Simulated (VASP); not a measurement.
OSZICAR of a VASP run on NiSi$_{63}$:

OSZICAR:
```
       N       E                     dE             d eps       ncg     rms          rms(c)
DAV:   1     0.125479961760E+04    0.12548E+04   -0.95944E+04   660   0.114E+03
DAV:   2    -0.189121355139E+03   -0.14439E+04   -0.13547E+04   870   0.219E+02
DAV:   3    -0.353336144680E+03   -0.16421E+03   -0.15667E+03   824   0.688E+01
DAV:   4    -0.360036476621E+03   -0.67003E+01   -0.66318E+01   792   0.173E+01
DAV:   5    -0.360282324954E+03   -0.24585E+00   -0.24462E+00   920   0.364E+00    0.413E+01
RMM:   6    -0.407245683243E+03   -0.46963E+02   -0.45394E+02   927   0.337E+01    0.111E+02
RMM:   7    -0.385018698847E+03    0.22227E+02   -0.48352E+01   663   0.969E+00    0.558E+01
RMM:   8    -0.356278582095E+03    0.28740E+02   -0.49004E+01   693   0.133E+01    0.238E+01
RMM:   9    -0.352236158907E+03    0.40424E+01   -0.12617E+01   694   0.755E+00    0.124E+01
RMM:  10    -0.352477490920E+03   -0.24133E+00   -0.69574E+00   702   0.460E+00    0.141E+01
RMM:  11    -0.352244887059E+03    0.23260E+00   -0.66024E+00   702   0.562E+00    0.868E+00
RMM:  12    -0.352055791497E+03    0.18910E+00   -0.33942E-01   703   0.167E+00    0.624E+00
RMM:  13    -0.351988471797E+03    0.67320E-01   -0.25557E-01   675   0.697E-01    0.375E+00
RMM:  14    -0.351962139448E+03    0.26332E-01   -0.11185E-01   695   0.509E-01    0.195E+00
RMM:  15    -0.351962757100E+03   -0.61765E-03   -0.45759E-02   727   0.338E-01    0.117E+00
RMM:  16    -0.351964001275E+03   -0.12442E-02   -0.57895E-03   712   0.152E-01    0.654E-01
RMM:  17    -0.351964206553E+03   -0.20528E-03   -0.16983E-03   699   0.750E-02    0.310E-01
RMM:  18    -0.351964128873E+03    0.77680E-04   -0.54491E-04   719   0.528E-02    0.167E-01
RMM:  19    -0.351964141249E+03   -0.12376E-04   -0.21374E-04   563   0.275E-02    0.670E-02
RMM:  20    -0.351964144019E+03   -0.27700E-05   -0.39721E-05   460   0.150E-02
   1 F= -.35196414E+03 E0= -.35196414E+03  d E =-.351964E+03  mag=    -0.0000
       N       E                     dE             d eps       ncg     rms          rms(c)
DAV:   1    -0.352068376002E+03   -0.10423E+00   -0.46778E+00   776   0.388E+00    0.797E-01
RMM:   2    -0.352083967760E+03   -0.15592E-01   -0.16846E-01   660   0.103E+00    0.649E-01
RMM:   3    -0.352089511023E+03   -0.55433E-02   -0.58770E-02   675   0.690E-01    0.798E-01
RMM:   4    -0.352083615470E+03    0.58956E-02   -0.16069E-02   705   0.393E-01    0.149E-01
RMM:   5    -0.352083833465E+03   -0.21800E-03   -0.43196E-03   678   0.142E-01    0.895E-02
RMM:   6    -0.352083890697E+03   -0.57232E-04   -0.97116E-04   748   0.728E-02    0.275E-02
RMM:   7    -0.352083912094E+03   -0.21396E-04   -0.19712E-04   613   0.276E-02    0.134E-02
RMM:   8    -0.352083914133E+03   -0.20396E-05   -0.22185E-05   429   0.117E-02
   2 F= -.35208391E+03 E0= -.35208391E+03  d E =-.119770E+00  mag=    -0.0000
       N       E                     dE             d eps       ncg     rms          rms(c)
DAV:   1    -0.352088196202E+03   -0.42841E-02   -0.35569E-01   760   0.106E+00    0.223E-01
RMM:   2    -0.352089708451E+03   -0.15122E-02   -0.14146E-02   660   0.318E-01    0.273E-01
RMM:   3    -0.352089524950E+03    0.18350E-03   -0.44646E-03   672   0.201E-01    0.144E-01
RMM:   4    -0.352089348943E+03    0.17601E-03   -0.91538E-04   699   0.910E-02    0.385E-02
RMM:   5    -0.352089360205E+03   -0.11262E-04   -0.29409E-04   641   0.405E-02    0.157E-02
RMM:   6    -0.352089365811E+03   -0.56060E-05   -0.58742E-05   568   0.213E-02
   3 F= -.35208937E+03 E0= -.35208937E+03  d E =-.125222E+00  mag=    -0.0000
       N       E                     dE             d eps       ncg     rms          rms(c)
DAV:   1    -0.352105088326E+03   -0.15728E-01   -0.75046E-01   680   0.150E+00    0.270E-01
RMM:   2    -0.352107979783E+03   -0.28915E-02   -0.24012E-02   660   0.444E-01    0.466E-01
RMM:   3    -0.352106751834E+03    0.12279E-02   -0.74126E-03   676   0.250E-01    0.114E-01
RMM:   4    -0.352106738484E+03    0.13350E-04   -0.14921E-03   696   0.961E-02    0.555E-02
RMM:   5    -0.352106747622E+03   -0.91384E-05   -0.28431E-04   716   0.449E-02    0.236E-02
RMM:   6    -0.352106753492E+03   -0.58700E-05   -0.59905E-05   555   0.189E-02
   4 F= -.35210675E+03 E0= -.35210675E+03  d E =-.173877E-01  mag=     0.0000
       N       E                     dE             d eps       ncg     rms          rms(c)
DAV:   1    -0.352108958066E+03   -0.22104E-02   -0.27910E-01   712   0.913E-01    0.168E-01
RMM:   2    -0.352110199624E+03   -0.12416E-02   -0.96641E-03   660   0.281E-01    0.314E-01
RMM:   3    -0.352109570797E+03    0.62883E-03   -0.29405E-03   676   0.159E-01    0.651E-02
RMM:   4    -0.352109582193E+03   -0.11396E-04   -0.60169E-04   692   0.586E-02    0.339E-02
RMM:   5    -0.352109585024E+03   -0.28301E-05   -0.95528E-05   650   0.261E-02
   5 F= -.35210959E+03 E0= -.35210959E+03  d E =-.202192E-01  mag=     0.0000
       N       E                     dE             d eps       ncg     rms          rms(c)
DAV:   1    -0.352113802375E+03   -0.42202E-02   -0.97452E-02   696   0.598E-01    0.145E-01
RMM:   2    -0.352114740383E+03   -0.93801E-03   -0.71599E-03   660   0.235E-01    0.278E-01
RMM:   3    -0.352114227764E+03    0.51262E-03   -0.24069E-03   668   0.144E-01    0.620E-02
RMM:   4    -0.352114224796E+03    0.29673E-05   -0.39117E-04   678   0.511E-02    0.281E-02
RMM:   5    -0.352114229153E+03   -0.43567E-05   -0.78002E-05   628   0.234E-02
   6 F= -.35211423E+03 E0= -.35211423E+03  d E =-.464413E-02  mag=     0.0000
       N       E                     dE             d eps       ncg     rms          rms(c)
DAV:   1    -0.352114925312E+03   -0.70052E-03   -0.32840E-02   760   0.347E-01    0.840E-02
RMM:   2    -0.352115241025E+03   -0.31571E-03   -0.24271E-03   660   0.138E-01    0.159E-01
RMM:   3    -0.352115075277E+03    0.16575E-03   -0.81095E-04   668   0.839E-02    0.361E-02
RMM:   4    -0.352115076181E+03   -0.90407E-06   -0.13726E-04   656   0.304E-02    0.169E-02
RMM:   5    -0.352115077909E+03   -0.17283E-05   -0.24738E-05   426   0.140E-02
   7 F= -.35211508E+03 E0= -.35211508E+03  d E =-.549289E-02  mag=     0.0000
       N       E                     dE             d eps       ncg     rms          rms(c)
DAV:   1    -0.352116093466E+03   -0.10173E-02   -0.56398E-02   728   0.446E-01    0.981E-02
RMM:   2    -0.352116325895E+03   -0.23243E-03   -0.22991E-03   660   0.127E-01    0.982E-02
RMM:   3    -0.352116352553E+03   -0.26658E-04   -0.88506E-04   678   0.861E-02    0.833E-02
RMM:   4    -0.352116291338E+03    0.61215E-04   -0.18192E-04   653   0.421E-02    0.178E-02
RMM:   5    -0.352116293978E+03   -0.26406E-05   -0.54831E-05   510   0.174E-02
   8 F= -.35211629E+03 E0= -.35211629E+03  d E =-.121607E-02  mag=     0.0000
```

Q: Which electronic solver shows in the log?

A: It is blocked Davidson (ALGO = Normal, or the opening steps of other solvers) and then RMM-DIIS (ALGO = Fast or VeryFast). The INCAR had ALGO = Fast.

Q: How was spin treated?

A: Collinear spin (ISPIN = 2): the summary line carries one mag value, 0.00 μB in the cell.

Q: Can the final energy be trusted as converged?

A: The run converged. It stopped with EDIFF = 1E-5, NELM = 100, NSW = 60 and EDIFFG = -0.03 after 8 ionic steps (PBE GGA, plane waves, VASP's PBE PAW potentials (set 64)). The cell is charged, with a uniform compensating background. The supercell is sampled at Γ alone, which is coarse: total energies, pressure and levels can be off, energies of defects by several tenths of an eV.

The cell is a supercell with a defect, built from Si (diamond): Ni_Si, charge +2.
